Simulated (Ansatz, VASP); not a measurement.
# SbAs: VASP beside Ansatz, part 2 of 2

Aim: how closely do two programs agree when they are given the same cell, functional and k mesh? The cell is generated by rule, not measured, and may not be a known phase. The cell is taken from a series of runs on this material, whose earlier steps may have relaxed, scaled, displaced or heated it; both programs get it as it stands.

VASP 6.6.1 and Ansatz 0.2.0.

So far: Starting point; Ansatz: zone-centre phonons, PBEsol.

### 3. VASP: zone-centre phonons, PBEsol

Level of this step: PBEsol; plane waves and PAW (Sb, As); invented cell (VASP).

The same cell, functional, mesh and smearing now go to VASP, with its own data sets.

Lines of VASP's logs that name or quote its potential files are left out, and so is its time.

The input, INCAR:

```
SYSTEM = SbAs
PREC = Accurate
ENCUT = 500
EDIFF = 1E-08
NELM = 120
ISMEAR = 1
SIGMA = 0.2
LREAL = .FALSE.
ALGO = Normal
GGA = PS
NBANDS = 11
LORBIT = 11
LWAVE = .FALSE.
LCHARG = .FALSE.
ISIF = 2
IBRION = 8
LASPH = .TRUE.
GGA_COMPAT = .FALSE.
KPAR = 2
```

The input, POSCAR:

```
SbAs
1.0
   -2.0458310545      2.0458310545      2.9385890928
    2.0458310545     -2.0458310545      2.9385890928
    2.0458310545      2.0458310545     -2.9385890928
Sb As
1 1
Direct
    0.7891548125      0.7891548125      0.0000000000
    0.3358451875      0.3358451875      0.0000000000
```

The input, KPOINTS:

```
Automatic mesh
0
Gamma
14 14 14
0 0 0
```

Potentials, in the order of the species: Sb and As (PBE family, release 64).

Launch:

```sh
$ mpirun -np 2 vasp_std
```

Numbers of over 12 decimals in the logs are rounded to 6 here.

The log of the run:

```text
[banner, memory and clock lines left out]
running    2 mpi-ranks, on    1 nodes
 distrk:  each k-point on    1 cores,    2 groups
 distr:  one band on    1 cores,    1 groups

 POSCAR found type information on POSCAR SbAs
 POSCAR found :  2 types and       2 ions
|                                                                             |
|               ----> ADVICE to this user running VASP <----                  |
|                                                                             |
|     You enforced a specific xc type in the INCAR file but a different       |
|     [... a line on the potential file left out ...]
|     I HOPE YOU KNOW WHAT YOU ARE DOING!                                     |
|                                                                             |

 LDA part: xc-table for (Slater+PW92), standard interpolation
 POSCAR, INCAR and KPOINTS ok, starting setup
 FFT: planning ... GRIDC
 FFT: planning ... GRID_SOFT
 FFT: planning ... GRID
 WAVECAR not read
 entering main loop
       N       E                     dE             d eps       ncg     rms          rms(c)
DAV:   1     0.290473345704E+02    0.29047E+02   -0.36427E+03  5368   0.705E+02
DAV:   2    -0.805208701828E+01   -0.37099E+02   -0.36129E+02  7343   0.111E+02
DAV:   3    -0.972018745647E+01   -0.16681E+01   -0.16588E+01  6465   0.263E+01
DAV:   4    -0.973275453746E+01   -0.12567E-01   -0.12566E-01  6143   0.268E+00
DAV:   5    -0.973286142638E+01   -0.10689E-03   -0.10689E-03  6289   0.269E-01    0.307E+00
DAV:   6    -0.966448556825E+01    0.68376E-01   -0.25339E-01  5680   0.172E+00    0.185E+00
DAV:   7    -0.966071339971E+01    0.37722E-02   -0.27374E-02  6286   0.833E-01    0.696E-01
DAV:   8    -0.965948048901E+01    0.12329E-02   -0.31805E-03  5734   0.271E-01    0.878E-02
DAV:   9    -0.965944400047E+01    0.36489E-04   -0.61580E-04  5941   0.123E-01    0.478E-02
DAV:  10    -0.965944444223E+01   -0.44177E-06   -0.29873E-05  6349   0.355E-02    0.239E-02
DAV:  11    -0.965944344210E+01    0.10001E-05   -0.15678E-05  5869   0.162E-02    0.337E-03
DAV:  12    -0.965944328583E+01    0.15627E-06   -0.12316E-06  6010   0.670E-03    0.293E-03
DAV:  13    -0.965944333298E+01   -0.47154E-07   -0.40727E-08  6334   0.127E-03    0.115E-03
DAV:  14    -0.965944336378E+01   -0.30797E-07   -0.31735E-09  3167   0.306E-04    0.487E-04
DAV:  15    -0.965944337578E+01   -0.11997E-07   -0.32667E-09  3005   0.256E-04    0.691E-05
DAV:  16    -0.965944337964E+01   -0.38602E-08   -0.34907E-10  2903   0.114E-04
   1 F= -.96594434E+01 E0= -.96601524E+01  d E =0.212716E-02
 Linear response reoptimize wavefunctions to high precision
DAV:   1    -0.965944337841E+01    0.12259E-08   -0.44592E-11  3347   0.419E-05
DAV:   2    -0.965944337840E+01    0.82991E-11   -0.48500E-12  2864   0.184E-05
 Linear response DOF=           4
 Linear response progress:
  Degree of freedom:   1/  4
       N       E                     dE             d eps       ncg     rms          rms(c)
RMM:   1    -0.245068630410E-01   -0.24507E-01    0.13547E-03 33399   0.121E+00
RMM:   2    -0.234525415226E-01    0.10543E-02   -0.15447E-03 26069   0.247E-01    0.645E-02
RMM:   3    -0.233730650057E-01    0.79477E-04   -0.26817E-05 27371   0.369E-02    0.381E-02
RMM:   4    -0.233631703266E-01    0.98947E-05   -0.12591E-05 26950   0.244E-02    0.321E-03
RMM:   5    -0.233828334880E-01   -0.19663E-04   -0.85633E-08 27760   0.435E-03    0.681E-04
RMM:   6    -0.233850529005E-01   -0.22194E-05    0.13583E-10 27711   0.705E-04    0.310E-04
RMM:   7    -0.233845496315E-01    0.50327E-06   -0.41299E-08 28232   0.235E-04    0.390E-05
RMM:   8    -0.233846084565E-01   -0.58825E-07   -0.56353E-09 28578   0.390E-05    0.221E-05
RMM:   9    -0.233844797721E-01    0.12868E-06   -0.62355E-09 28584   0.207E-05    0.159E-06
RMM:  10    -0.233844821530E-01   -0.23809E-08   -0.78918E-09 25229   0.301E-06    0.769E-07
 first order change of Fermi-energy  -0.21851E-03
 force on displaced ion       1 direction 1 :   1.005   0.000  -0.001
 Linear response progress:
  Degree of freedom:   2/  4
       N       E                     dE             d eps       ncg     rms          rms(c)
RMM:   1    -0.230571715370E-01   -0.23057E-01    0.14702E-02 10565   0.119E+00
RMM:   2    -0.227736886524E-01    0.28348E-03   -0.14528E-03  8467   0.233E-01    0.530E-02
RMM:   3    -0.226689224403E-01    0.10477E-03   -0.31822E-05  8808   0.364E-02    0.322E-02
RMM:   4    -0.225777274012E-01    0.91195E-04   -0.16772E-05  8670   0.224E-02    0.608E-03
RMM:   5    -0.225791687991E-01   -0.14414E-05   -0.19596E-07  9011   0.344E-03    0.297E-03
RMM:   6    -0.225825561423E-01   -0.33873E-05   -0.65144E-08  8751   0.122E-03    0.249E-04
RMM:   7    -0.225818316779E-01    0.72446E-06   -0.31130E-09  9168   0.208E-04    0.153E-04
RMM:   8    -0.225815187130E-01    0.31296E-06   -0.13529E-09  9119   0.896E-05    0.217E-05
RMM:   9    -0.225814801413E-01    0.38572E-07   -0.96295E-11  9360   0.176E-05    0.535E-06
RMM:  10    -0.225814677259E-01    0.12415E-07   -0.82552E-10  8950   0.476E-06    0.226E-06
RMM:  11    -0.225814674773E-01    0.24856E-09   -0.47620E-11  7316   0.246E-06    0.335E-07
 first order change of Fermi-energy  -0.54124E+00
 force on displaced ion       1 direction 3 :  -0.000  -0.000  -4.930
 Linear response progress:
  Degree of freedom:   3/  4
       N       E                     dE             d eps       ncg     rms          rms(c)
RMM:   1    -0.425350995149E-01   -0.42535E-01    0.63409E-02 38260   0.113E+00
RMM:   2    -0.428976765688E-01   -0.36258E-03   -0.13409E-03 25888   0.222E-01    0.730E-02
RMM:   3    -0.429612244793E-01   -0.63548E-04   -0.26807E-05 27573   0.340E-02    0.424E-02
RMM:   4    -0.431860327244E-01   -0.22481E-03   -0.17525E-05 27499   0.288E-02    0.294E-03
RMM:   5    -0.432004595592E-01   -0.14427E-04   -0.45111E-07 28270   0.377E-03    0.119E-03
RMM:   6    -0.431963126390E-01    0.41469E-05   -0.49033E-08 28508   0.589E-04    0.390E-04
RMM:   7    -0.431943639929E-01    0.19486E-05    0.12207E-08 28678   0.217E-04    0.279E-05
RMM:   8    -0.431945697847E-01   -0.20579E-06    0.73160E-09 29363   0.274E-05    0.955E-06
RMM:   9    -0.431946531521E-01   -0.83367E-07    0.10837E-08 27974   0.144E-05    0.247E-06
RMM:  10    -0.431946495526E-01    0.35995E-08    0.15031E-08 26693   0.477E-06    0.101E-06
 first order change of Fermi-energy   0.26706E-03
 force on displaced ion       2 direction 1 :   1.005  -0.000  -0.001
 Linear response progress:
  Degree of freedom:   4/  4
       N       E                     dE             d eps       ncg     rms          rms(c)
RMM:   1    -0.422704742906E-01   -0.42270E-01    0.65668E-02 12309   0.111E+00
RMM:   2    -0.424072950287E-01   -0.13682E-03   -0.11761E-03  8378   0.208E-01    0.605E-02
RMM:   3    -0.424682083148E-01   -0.60913E-04   -0.29981E-05  8865   0.327E-02    0.352E-02
RMM:   4    -0.426092190209E-01   -0.14101E-03   -0.19675E-05  8850   0.255E-02    0.576E-03
RMM:   5    -0.426153662075E-01   -0.61472E-05   -0.33914E-07  9166   0.385E-03    0.259E-03
RMM:   6    -0.426096234559E-01    0.57428E-05   -0.38516E-08  9128   0.110E-03    0.312E-04
RMM:   7    -0.426102868980E-01   -0.66344E-06   -0.67797E-10  9276   0.199E-04    0.119E-04
RMM:   8    -0.426104456300E-01   -0.15873E-06    0.11774E-09  8885   0.805E-05    0.246E-05
RMM:   9    -0.426104059661E-01    0.39664E-07    0.29723E-09  9510   0.258E-05    0.164E-05
RMM:  10    -0.426103710435E-01    0.34923E-07   -0.51921E-10  9487   0.726E-06    0.104E-06
RMM:  11    -0.426103746272E-01   -0.35837E-08   -0.82807E-10  7204   0.208E-06    0.571E-07
 first order change of Fermi-energy   0.54105E+00
 force on displaced ion       2 direction 3 :  -0.000  -0.000  -4.934
 Linear response finished
```

Parts of OUTCAR (step 3):

```text
ion  position               nearest neighbor table
   1  0.789  0.789  0.000-   2 2.66   2 2.91   2 2.91   2 2.91   2 2.91   2 3.21
   2  0.336  0.336  0.000-   1 2.66   1 2.91   1 2.91   1 2.91   1 2.91   1 3.21

  LATTYP: Found a body centered tetragonal cell.
 ALAT       =     4.0916621090
 C/A-ratio  =     1.4363791606

 Subroutine GETGRP returns: Found  8 space group operations
 (whereof  8 operations were pure point group operations)

The static configuration has the point symmetry C_4v.

 Found    244 irreducible k-points:

   k-points           NKPTS =    244   k-points in BZ     NKDIM =    244   number of bands    NBANDS=     11

   dimension x,y,z NGX =    30 NGY =   30 NGZ =   30
   dimension x,y,z NGXF=    60 NGYF=   60 NGZF=   60

   ENCUT  =  500.0 eV  36.75 Ry    6.06 a.u.   7.52  7.52  7.52*2*pi/ulx,y,z

   NELECT =      10.0000    total number of electrons

 k-points in reciprocal lattice and weights: Automatic mesh
   0.00000000  0.00000000  0.00000000       0.000
   0.07142857 -0.00000000  0.00000000       0.003
   0.14285714  0.00000000  0.00000000       0.003
   0.21428571 -0.00000000  0.00000000       0.003
   0.28571429  0.00000000  0.00000000       0.003
   0.35714286  0.00000000 -0.00000000       0.003
   0.42857143 -0.00000000  0.00000000       0.003
   0.50000000  0.00000000  0.00000000       0.001
   0.07142857  0.07142857  0.00000000       0.003
[...]
-0.42857143 -0.42857143  0.42857143       0.001
   0.50000000  0.50000000  0.50000000       0.000

 average (electrostatic) potential at core
       1 -86.1233       2 -47.9664

  Total        0.0434814      0.0434814      0.0889110      0.0000000      0.0000000      0.0000000
  in kB        1.4160407      1.4160407      2.8955269      0.0000000      0.0000000      0.0000000
  external PRESSURE =       1.9092027 kB  Pullay stress =       0.0000000 kB

  energy-cutoff  :      500.00
  volume of cell :       49.20
      direct lattice vectors                 reciprocal lattice vectors
    -2.045831054  2.045831054  2.938589093     0.000000000  0.244399458  0.170149682
     2.045831054 -2.045831054  2.938589093     0.244399458  0.000000000  0.170149682
     2.045831054  2.045831054 -2.938589093     0.244399458  0.244399458  0.000000000

 POSITION                                       TOTAL-FORCE (eV/Angst)
 -----------------------------------------------------------------------------------
      0.00000      0.00000      4.63800        -0.000000     -0.000000      0.037821
      0.00000      0.00000      1.97382         0.000000      0.000000     -0.037821
 -----------------------------------------------------------------------------------
    total drift:                                0.000000      0.000000     -0.000013

 Eigenvectors and eigenvalues of the dynamical matrix
 ----------------------------------------------------

   1 f  =    5.098073 THz    32.032140 2PiTHz  170.053426 cm-1    21.083928 meV
             X         Y         Z           dx          dy          dz
      0.000000  0.000000  4.638003     0.000000    0.000000   -0.617070
      0.000000  0.000000  1.973822     0.000000    0.000000    0.786909

   2 f  =    0.000020 THz     0.000123 2PiTHz    0.000654 cm-1     0.000081 meV
             X         Y         Z           dx          dy          dz
      0.000000  0.000000  4.638003     0.729089   -0.295785    0.000000
      0.000000  0.000000  1.973822     0.571930   -0.232027    0.000000

   3 f  =    0.000020 THz     0.000123 2PiTHz    0.000654 cm-1     0.000081 meV
             X         Y         Z           dx          dy          dz
      0.000000  0.000000  4.638003    -0.295785   -0.729089    0.000000
      0.000000  0.000000  1.973822    -0.232027   -0.571930    0.000000

   4 f/i=    0.000914 THz     0.005745 2PiTHz    0.030501 cm-1     0.003782 meV
             X         Y         Z           dx          dy          dz
      0.000000  0.000000  4.638003     0.000000    0.000000    0.786909
      0.000000  0.000000  1.973822     0.000000    0.000000    0.617070

   5 f/i=    2.301548 THz    14.461051 2PiTHz   76.771369 cm-1     9.518432 meV
             X         Y         Z           dx          dy          dz
      0.000000  0.000000  4.638003     0.617204   -0.000000    0.000000
      0.000000  0.000000  1.973822    -0.786803   -0.000000    0.000000

   6 f/i=    2.301548 THz    14.461051 2PiTHz   76.771369 cm-1     9.518432 meV
             X         Y         Z           dx          dy          dz
      0.000000  0.000000  4.638003     0.000000   -0.617204    0.000000
      0.000000  0.000000  1.973822     0.000000    0.786803    0.000000

 ELASTIC MODULI CONTR FROM IONIC RELAXATION (kBar)
 Direction    XX          YY          ZZ          XY          YZ          ZX
 --------------------------------------------------------------------------------
 XX          -4.5287     -4.5287    -60.6100      0.0000      0.0000      0.0000
 YY          -4.5287     -4.5287    -60.6100      0.0000      0.0000      0.0000
 ZZ         -60.6100    -60.6100   -811.1682      0.0000      0.0000      0.0000
 XY           0.0000      0.0000      0.0000      0.0000      0.0000      0.0000
 YZ           0.0000      0.0000      0.0000      0.0000      0.0000      0.0000
 ZX           0.0000      0.0000      0.0000      0.0000      0.0000      0.0000
 --------------------------------------------------------------------------------
```

### 4. Comparison

Known differences besides the potentials themselves: the data sets hold 30 valence electrons in Ansatz (on its default PAW (the set named soft_2) files) and 10 in VASP; the cutoff is 420 eV in Ansatz and 500 eV in VASP; Ansatz makes its cores anew for this functional, VASP keeps those of its PBE data sets. Total energies have different zeros and are not compared.

The two programs side by side:

```
                                                   quantity  Ansatz   VASP  difference
optical mode 1 to 2 (imaginary, printed as negative) (cm⁻¹)   -82.8  -76.8        -6.0
                                      optical mode 3 (cm⁻¹)   166.3  170.1     -2.19 %
```

Modes are paired by rising frequency, not by their patterns, so a pair may set unlike modes beside each other; they are those without the splitting of longitudinal modes.

### 5. Summary of results

```yaml
r_m_s_difference_of_the_optical_zone_centre_modes_each_program_s_sorted_by_frequency_zone_centre_phonons_pbesol: 5.3 cm⁻¹
difference_in_optical_mode_3_zone_centre_phonons_pbesol: -2.2 %
```

The r.m.s. difference of the optical zone-centre modes, each program's sorted by frequency is 5.3 cm⁻¹ (zone-centre phonons, PBEsol). The data sets hold unlike numbers of valence electrons (30 in Ansatz and 10 in VASP), so part of the differences comes from the potentials. Among the rows given in per cent, the largest difference of the zone-centre phonons, PBEsol pair is in optical mode 3, -2.2 %. Such differences can come from data sets, numerical settings and the points named under the comparisons, not from the functional's error against experiment.

[Lines on the potential files, build, host, timing and source positions are cut from VASP's logs without a mark.]

[Logs are printed without paths, hosts, clocks, repeated set-up lines and the standing remarks that a program may print on its own settings, such as how far it seeks lower states.]

[Hosts, paths, dates, database ids (printed as entryN), source tags and the programs' standing remarks are cut or masked in the printed files.]
